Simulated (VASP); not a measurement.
All values below come from PBE GGA, VASP's PBE PAW potentials (set 64) (plane waves; VASP).

VASP input:

KPOINTS:
```
Automatic mesh
0
Gamma
1 1 1
0 0 0
```

INCAR:
```
ALGO = Fast
EDIFF = 1E-5
EDIFFG = -0.03
ENCUT = 400
GGA = PE
IBRION = 2
ISIF = 2
ISMEAR = 0
ISYM = 0
LASPH = .TRUE.
LCHARG = .FALSE.
LMAXMIX = 4
LREAL = Auto
LWAVE = .FALSE.
NELECT = 292.0
NELM = 100
NELMIN = 4
NSW = 60
PREC = Normal
SIGMA = 0.05
SYSTEM = Ga35N37
```

### POSCAR
```
Ga35N37
1
    4.8683178927    -8.4321738171     0.0000000000
    4.8683178927     8.4321738171     0.0000000000
    0.0000000000     0.0000000000    10.5562839806
Ga N
35 37
Direct
  0.2222220000   0.1111110000   0.2500000000
  0.1111110000   0.2222220000   0.0000000000
  0.2222220000   0.1111110000   0.7500000000
  0.1175180000   0.2245660000   0.5032000000
  0.2253840000   0.4496890000   0.2535480000
  0.1111110000   0.5555560000   0.0000000000
  0.2241110000   0.4523460000   0.7536580000
  0.1178080000   0.5571940000   0.5003930000
  0.2222220000   0.7777780000   0.2500000000
  0.1111110000   0.8888890000   0.0000000000
  0.2222220000   0.7777780000   0.7500000000
  0.1111110000   0.8888890000   0.5000000000
  0.5555560000   0.1111110000   0.2500000000
  0.4444440000   0.2222220000   0.0000000000
  0.5555560000   0.1111110000   0.7500000000
  0.4421790000   0.2200230000   0.4968720000
  0.5545870000   0.4384080000   0.2463480000
  0.4444440000   0.5555560000   0.0000000000
  0.5506660000   0.4390110000   0.7534650000
  0.5489310000   0.7764520000   0.2536410000
  0.4444440000   0.8888890000   0.0000000000
  0.5511310000   0.7777540000   0.7516880000
  0.4483590000   0.8872880000   0.4962310000
  0.8888890000   0.1111110000   0.2500000000
  0.7777780000   0.2222220000   0.0000000000
  0.8888890000   0.1111110000   0.7500000000
  0.7777780000   0.2222220000   0.5000000000
  0.8888890000   0.4444440000   0.2500000000
  0.7777780000   0.5555560000   0.0000000000
  0.8888890000   0.4444440000   0.7500000000
  0.7825300000   0.5571920000   0.5011580000
  0.8888890000   0.7777780000   0.2500000000
  0.7777780000   0.8888890000   0.0000000000
  0.8888890000   0.7777780000   0.7500000000
  0.7724160000   0.8847980000   0.5036150000
  0.2222220000   0.1111110000   0.4385000000
  0.1111110000   0.2222220000   0.1885000000
  0.2222220000   0.1111110000   0.9385000000
  0.1111110000   0.2222220000   0.6885000000
  0.2174900000   0.4446560000   0.4347650000
  0.1111110000   0.5555560000   0.1885000000
  0.2222220000   0.4444440000   0.9385000000
  0.1111110000   0.5555560000   0.6885000000
  0.2222220000   0.7777780000   0.4385000000
  0.1111110000   0.8888890000   0.1885000000
  0.2222220000   0.7777780000   0.9385000000
  0.1111110000   0.8888890000   0.6885000000
  0.5555560000   0.1111110000   0.4385000000
  0.4444440000   0.2222220000   0.1885000000
  0.5555560000   0.1111110000   0.9385000000
  0.4444440000   0.2222220000   0.6885000000
  0.5564100000   0.4405510000   0.4431410000
  0.4444440000   0.5555560000   0.1885000000
  0.4491410000   0.5550940000   0.4980370000
  0.5555560000   0.4444440000   0.9385000000
  0.4491910000   0.5598330000   0.6840960000
  0.5534980000   0.7775950000   0.4405040000
  0.4444440000   0.8888890000   0.1885000000
  0.5555560000   0.7777780000   0.9385000000
  0.4444440000   0.8888890000   0.6885000000
  0.8888890000   0.1111110000   0.4385000000
  0.7777780000   0.2222220000   0.1885000000
  0.8888890000   0.1111110000   0.9385000000
  0.7777780000   0.2222220000   0.6885000000
  0.8888890000   0.4444440000   0.4385000000
  0.7777780000   0.5555560000   0.1885000000
  0.8888890000   0.4444440000   0.9385000000
  0.7777780000   0.5555560000   0.6885000000
  0.8888890000   0.7777780000   0.4385000000
  0.7777780000   0.8888890000   0.1885000000
  0.8888890000   0.7777780000   0.9385000000
  0.7777780000   0.8888890000   0.6885000000
```

POTCAR, in this order: Ga N (PBE.64 set). Program: vasp_gam.

The cell is charged, with a uniform compensating background. The supercell is sampled at Γ alone, which is coarse: total energies, pressure and levels can be off, energies of defects by several tenths of an eV.

Problem. Predict the energy per atom (σ→0).

Solution. 
| Item | Value |
|---|---|
| energy per atom (σ→0) | -5.878 eV/atom |

OSZICAR:
```
...
RMM:   4    -0.423211709027E+03    0.86228E-06   -0.43671E-06   198   0.442E-03
  44 F= -.42321171E+03 E0= -.42321171E+03  d E =-.229815E-03
       N       E                     dE             d eps       ncg     rms          rms(c)
DAV:   1    -0.423211743124E+03   -0.33235E-04   -0.12817E-01   366   0.859E-01    0.753E-02
RMM:   2    -0.423211912973E+03   -0.16985E-03   -0.25677E-03   367   0.103E-01    0.407E-02
RMM:   3    -0.423211923003E+03   -0.10029E-04   -0.38046E-04   395   0.384E-02    0.275E-02
RMM:   4    -0.423211913032E+03    0.99707E-05   -0.44369E-05   275   0.144E-02
  45 F= -.42321191E+03 E0= -.42321191E+03  d E =-.204006E-03
```

The cell is a supercell with a defect, built from GaN (wurtzite): N_Ga, charge -2. The run is not spin-polarised, so no state with unpaired spins was tried.
